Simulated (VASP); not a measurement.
VASP ran on this input.

### INCAR
```
NELM = 100   ! most electronic steps
SYSTEM = Rb
LMAXMIX = 4
METAGGA = R2SCAN
LCHARG = .False.
IBRION = 1   ! quasi-Newton
ISMEAR = 1
ALGO = Normal   ! blocked Davidson
NSW = 30
EDIFFG = -0.001   ! ionic stop
PREC = Accurate
LMIXTAU = .True.
LASPH = .True.   ! aspherical one-centre terms
ENCUT = 400
LREAL = .False.
SIGMA = 0.1
ISIF = 2   ! forces and stress, cell fixed
EDIFF = 1E-8
LWAVE = .False.
```

POSCAR:
```
Rb
1
   -2.8737885589     2.8737885589     2.8737885589
    2.8737885589    -2.8737885589     2.8737885589
    2.8737885589     2.8737885589    -2.8737885589
Rb
1
Direct
  0.0000000000   0.0000000000   0.0000000000
```

### KPOINTS
```
Automatic
0
G
 8 8 8
```

POTCAR, in this order: Rb_sv (PBE.64 set). Program: vasp_std.

Q: Translate this r2SCAN calculation to Ansatz.

A: One equivalent input (not run):
Ansatz 0.2 input:
```yaml
crystal:
  lattice:
    - [-2.8737886, 2.8737886, 2.8737886]
    - [2.8737886, -2.8737886, 2.8737886]
    - [2.8737886, 2.8737886, -2.8737886]
  atoms:
    - { symbol: Rb, position: [0.0000000, 0.0000000, 0.0000000] }
kpoints:
  mp_grid: { grid: [8, 8, 8] }
hamiltonian:
  xc: r2scan
  pseudopotentials: { kind: paw }
scf:
  occupations: { method: methfessel_paxton, width: 0.1 }
  max_iter: 100
relax:
  max_steps: 30
  f_tol: 0.001
output: { forces: true, stress: true, eigenvalues: true }
```
What does not carry over: each code has its own PAW files, so the cut-off isn't converted (ENCUT is set for VASP's; basis.ecutwfc is left out, and Ansatz then takes the one that its files recommend); Ansatz stops its SCF on the density residual and VASP on the energy change (EDIFF).

The compound is Rb in the bcc structure. It was relaxed first, which changed the volume by +5 %. The start is the result of an earlier pass.
